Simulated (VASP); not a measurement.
## ZrB: single point with PBE

Crystal: ZrB.

```xyz
2
Lattice="0.9091 2.8572 2.8572 2.8572 0.9091 2.8572 2.8572 2.8572 0.9091" Properties=species:S:1:pos:R:3 pbc="T T T"
Zr    0.0000    0.0000    0.0000
B     3.3117    3.3117    3.3117
```

```json
{
 "Program": "VASP 6.6.1",
 "Task": "single point",
 "Functional": "PBE",
 "Potentials or basis": "VASP PAW PBE potentials, release 64 (Zr_sv, B)",
 "Cutoff": "520 eV",
 "k mesh": "20 × 20 × 20",
 "Occupations": "gaussian, width 0.15 eV",
 "Spin": "no spin polarisation"
}
```

```
Pressure               : 32.9 GPa
Band gap on the k mesh : none (metal or under the smearing width)
```

Stress tensor (GPa, compression positive):
```
 32.92 -15.03 -15.03
-15.03  32.92 -15.03
-15.03 -15.03  32.92
```

Levels at points of the mesh, in eV from the Fermi level:
```
           k point  band 3  band 4  band 5  band 6  band 7  band 8  band 9  band 10  band 11  band 12
(0.00, 0.00, 0.00)  -24.82  -24.82   -9.84   -2.46   -0.14    1.68    1.68     5.43     5.43     6.10
(0.50, 0.00, 0.00)  -25.79  -25.42   -5.20   -4.24   -3.86   -0.89    1.09     7.69     8.70     8.94
(0.50, 0.50, 0.00)  -25.85  -25.44   -6.64   -2.93   -2.57    1.15    2.36     4.01     4.17     7.57
(0.50, 0.50, 0.50)  -24.82  -24.82   -7.65   -4.88   -0.03    1.17    1.17     4.85     4.85     9.03
```

Wall time 6.3 min on 1 thread of Intel(R) Xeon(R) Platinum 8488C (Sapphire Rapids), with other jobs on the host, peak memory 0.42 GiB.

Caveat: a pressure of tens of GPa on the cell as given is suspect, and the run, the potentials or the cell itself is likely at fault.
